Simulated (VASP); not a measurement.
Level of theory: HSE06 screened hybrid, VASP's PBE PAW potentials (set 64) (plane waves; VASP 6.6.1).

Input for VASP

KPOINTS:
```
K-points
0
G
1 1 1
```

INCAR:
```
SYSTEM = C32Si33
PREC = Normal
ENCUT = 400
EDIFF = 1E-5
NELM = 50
ALGO = Normal
LREAL = Auto
LASPH = .TRUE.
ISMEAR = 0
SIGMA = 0.05
GGA = PE
LWAVE = .FALSE.
LCHARG = .FALSE.
NELMIN = 4
ISYM = 0
HFSCREEN = 0.2
AEXX = 0.25
LHFCALC = .TRUE.
PRECFOCK = Fast
ISIF = 0
```

File POSCAR:
```
C32Si33
1.0
  8.7583314355   0.0000000000   0.0000000000
  0.0000000000   8.7583314355   0.0000000000
  0.0000000000   0.0000000000   8.7583314355
Si C
33 32
Cart
  4.3697437246   8.7316661664   8.7196653107
  6.6143607143   2.1864441742   8.7208210504
  6.6158746830   8.7326885685   2.1973644086
  8.7491075252   0.0017863729   8.7537380892
  2.1800668144   2.1653094901   0.0001890398
  4.3870332156   4.4014722762   8.7576753419
  6.5773839551   6.5662373992   8.7546925152
  2.1780380126   8.7551397095   2.1778390373
  4.5162134789   1.9630289906   2.0376054401
  6.5743788928   4.3974990145   2.1824901790
  4.3903758241   8.7553782365   4.3995053616
  6.5737063878   2.1683392816   4.3927436679
  6.5794629956   0.0014375549   6.5776742009
  8.7118237287   4.3823665305   8.7226881209
  2.1978415792   6.5948245396   8.7196519332
  8.7490540380   2.1701970060   2.1817400963
  2.0411194447   4.5922416394   2.0435357641
  4.3902059983   6.5690613542   2.1771069582
  8.7162133028   8.7388358425   4.3775598225
  2.0726432729   2.0048168160   4.5306411974
  4.4953264910   4.5773075457   4.5507749636
  6.6132180419   6.5918776203   4.3772431282
  2.1973238567   8.7387221752   6.6072256748
  4.3865224429   2.1669525146   6.5804905554
  6.6100027218   4.3822675255   6.6077839921
  8.7104728296   6.5935035012   2.1978774051
  8.7483534320   4.3984609017   4.3917920331
  2.1759532477   6.5685800330   4.4004417770
  8.7183514804   2.1866060772   6.6051858331
  2.1805585763   4.4006183713   6.5812212884
  4.3701923281   6.5910844168   6.6108746505
  8.7477206110   6.5669052483   6.5775713378
  3.3027871133   3.2937997200   3.2483424024
  5.5715659930   1.0046295388   1.0013197794
  7.6620008064   3.2840570344   1.1005491714
  7.6624093598   1.1019862989   3.2869765673
  1.0896368282   1.0905094637   1.0960005399
  3.2841886161   3.2836899000   1.1555200154
  5.4777754880   5.4764088660   1.0950804386
  7.6635237331   7.6631015114   1.0877388268
  3.2863464368   1.1222689961   3.2854940033
  5.4106163153   3.2817555814   3.2852170570
  7.6613562790   5.4668189801   3.2869608049
  5.4771536605   1.0914523427   5.4815311490
  7.6612537566   3.2841399127   5.4723341653
  7.6661269027   1.0841164458   7.6637048685
  0.9984775449   5.5630375039   1.0032764370
  3.2841793673   7.6624731642   1.0966190243
  1.1495129754   3.2884441719   3.2823392383
  3.2822458395   5.4413255118   3.2866216481
  5.4758990260   7.6629475654   3.2875922026
  1.0121787738   1.0209651398   5.5563067367
  3.2852055705   3.2859150356   5.4352217982
  5.5634143740   5.5566775854   5.5637042879
  7.6647942026   7.6645675659   5.4841756309
  3.2837869712   1.1000273062   7.6684593200
  5.4720408505   3.2844625697   7.6679875192
  7.6614104730   5.4848576334   7.6653746917
  1.0917737770   7.6623744491   3.2883873610
  1.0888215143   5.4741496422   5.4816815077
  3.2837882955   7.6624733201   5.4787584391
  1.0954087683   3.2839113895   7.6696992378
  3.2840018079   5.4683184590   7.6688184475
  5.4812409417   7.6619904759   7.6651416693
  1.0874077602   7.6658107200   7.6632510451
```

POTCAR, in this order: Si C (PBE.64 set). Program: vasp_gam. Read from the step before: WAVECAR.

The run wrote:

OSZICAR:
```
       N       E                     dE             d eps       ncg     rms          rms(c)
DAV:   1    -0.553291713565E+03   -0.55329E+03   -0.99702E+00   334   0.790E+00    0.153E+01
DAV:   2    -0.553350618275E+03   -0.58905E-01   -0.29562E-01   361   0.128E+00    0.107E+01
DAV:   3    -0.553333053133E+03    0.17565E-01   -0.17376E-02   380   0.344E-01    0.636E+00
DAV:   4    -0.553327077552E+03    0.59756E-02   -0.67640E-03   361   0.180E-01    0.366E+00
DAV:   5    -0.553325137518E+03    0.19400E-02   -0.98330E-04   377   0.696E-02    0.211E+00
DAV:   6    -0.553324471327E+03    0.66619E-03   -0.36735E-04   385   0.472E-02    0.120E+00
DAV:   7    -0.553324271287E+03    0.20004E-03   -0.15467E-04   369   0.290E-02    0.675E-01
DAV:   8    -0.553324208048E+03    0.63239E-04   -0.20454E-05   225   0.120E-02    0.393E-01
DAV:   9    -0.553324188397E+03    0.19651E-04   -0.12113E-05   188   0.100E-02    0.222E-01
DAV:  10    -0.553324183848E+03    0.45485E-05   -0.41411E-06   185   0.563E-03
   1 F= -.55332418E+03 E0= -.55332418E+03  d E =-.337288E-13
```

File OUTCAR:
```
------------------------ aborting loop because EDIFF is reached ----------------------------------------
  volume of cell :      671.84
      direct lattice vectors                 reciprocal lattice vectors
     8.758331436  0.000000000  0.000000000     0.114176999  0.000000000  0.000000000
     0.000000000  8.758331436  0.000000000     0.000000000  0.114176999  0.000000000
     0.000000000  0.000000000  8.758331436     0.000000000  0.000000000  0.114176999
  FREE ENERGIE OF THE ION-ELECTRON SYSTEM (eV)
  ---------------------------------------------------
  free  energy   TOTEN  =      -553.3241838482 eV

  energy  without entropy=     -553.3241838482  energy(sigma->0) =     -553.32418385

  exchange ACFDT corr.  =         0.00000000  see jH, gK, PRB 81, 115126
```
(Selected blocks of OUTCAR.)

**OUTCAR**
```
 val. band max:        9.2186483108   @ k =   0.0000   0.0000   0.0000

 cond. band min:       9.7862338019   @ k =   0.0000   0.0000   0.0000


 Fermi energy:         9.4806233939

 k-point     1 :       0.0000    0.0000    0.0000
  band No.  band energies     occupation
      1      -9.9001      2.00000
      2      -8.5613      2.00000
      3      -7.9438      2.00000
      4      -7.8277      2.00000
      5      -7.7778      2.00000
      6      -7.5617      2.00000
      7      -7.5336      2.00000
      8      -6.6747      2.00000
      9      -6.4864      2.00000
     10      -6.4532      2.00000
     11      -6.3741      2.00000
     12      -6.2766      2.00000
     13      -6.2658      2.00000
     14      -6.2412      2.00000
     15      -6.1354      2.00000
     16      -6.0747      2.00000
     17      -5.9946      2.00000
     18      -5.9503      2.00000
     19      -5.8994      2.00000
     20      -5.7748      2.00000
     21      -5.6451      2.00000
     22      -5.5092      2.00000
     23      -5.4504      2.00000
     24      -4.2695      2.00000
     25      -4.1876      2.00000
     26      -4.0180      2.00000
     27      -3.9804      2.00000
     28      -3.8931      2.00000
     29      -3.8557      2.00000
     30      -3.7759      2.00000
     31      -3.7074      2.00000
     32      -3.6082      2.00000
     33      -2.3957      2.00000
     34      -1.9379      2.00000
     35      -1.8772      2.00000
     36      -1.7508      2.00000
     37      -1.3093      2.00000
     38      -1.2745      2.00000
     39      -1.2557      2.00000
     40      -0.4068      2.00000
     41      -0.3973      2.00000
     42      -0.3878      2.00000
     43      -0.0703      2.00000
     44      -0.0660      2.00000
     45      -0.0557      2.00000
     46       0.0226      2.00000
     47       0.8405      2.00000
     48       0.8687      2.00000
     49       0.8797      2.00000
     50       0.8843      2.00000
     51       0.9227      2.00000
...
```

The supercell is sampled at Γ alone, which is coarse: total energies, pressure and levels can be off, energies of defects by several tenths of an eV.

The cell is a supercell with a defect, built from SiC (zinc blende): Si_i. The cell's shape comes from a PBE relaxation. The run is not spin-polarised, so no state with unpaired spins was tried.
